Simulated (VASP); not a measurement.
An input for Ansatz (written as the equivalent of a VASP run, and not itself run):

Ansatz 0.2 input:
```yaml
crystal:
  lattice:
    - [-2.7000000, 2.7000000, 5.2200000]
    - [2.7000000, -2.7000000, 5.2200000]
    - [2.7000000, 2.7000000, -5.2200000]
  atoms:
    - { symbol: Zn, position: [0.0000000, 0.0000000, 0.0000000] }
    - { symbol: Zn, position: [0.7500000, 0.2500000, 0.5000000] }
    - { symbol: Si, position: [0.5000000, 0.5000000, 0.0000000] }
    - { symbol: Si, position: [0.2500000, 0.7500000, 0.5000000] }
    - { symbol: P, position: [0.8750000, 0.8560000, 0.4810000] }
    - { symbol: P, position: [0.1440000, 0.6250000, 0.0190000] }
    - { symbol: P, position: [0.3750000, 0.3940000, 0.5190000] }
    - { symbol: P, position: [0.6060000, 0.1250000, 0.9810000] }
kpoints:
  mp_grid: { grid: [6, 6, 6] }
hamiltonian:
  xc: pbe
  pseudopotentials: { kind: paw }
scf:
  occupations: { method: gaussian, width: 0.05 }
  max_iter: 100
output: { forces: true, stress: true, eigenvalues: true }
```

### Question
Write the VASP files for the same calculation (PBE).

### Answer
Several could match; the one computed here: 
**INCAR**
```
SYSTEM=ZnSiP2
PREC=Accurate; ENCUT=300; LREAL=.False.
LASPH=.True.
EDIFF=1E-6; NELM=100; ALGO=Normal
LMAXMIX=4
ISMEAR=0; SIGMA=0.05
GGA=PE
ISIF=2
LWAVE=.False.; LCHARG=.False.
```

### POSCAR
```
ZnSiP2
1
   -2.7000000000     2.7000000000     5.2200000000
    2.7000000000    -2.7000000000     5.2200000000
    2.7000000000     2.7000000000    -5.2200000000
Zn Si P
2 2 4
Direct
  0.0000000000   0.0000000000   0.0000000000
  0.7500000000   0.2500000000   0.5000000000
  0.5000000000   0.5000000000   0.0000000000
  0.2500000000   0.7500000000   0.5000000000
  0.8750000000   0.8560000000   0.4810000000
  0.1440000000   0.6250000000   0.0190000000
  0.3750000000   0.3940000000   0.5190000000
  0.6060000000   0.1250000000   0.9810000000
```

KPOINTS:
```
Automatic mesh
0
Gamma
6 6 6
0 0 0
```

POTCAR, in this order: Zn Si P (PBE.64 set). Program: vasp_std.

What does not carry over: each code has its own PAW files, so the cut-off isn't converted (ENCUT is set for VASP's; basis.ecutwfc is left out, and Ansatz then takes the one that its files recommend); Ansatz stops its SCF on the density residual and VASP on the energy change (EDIFF).

The structure is a typed ZnSiP2 crystal. The cell was not relaxed at this level.
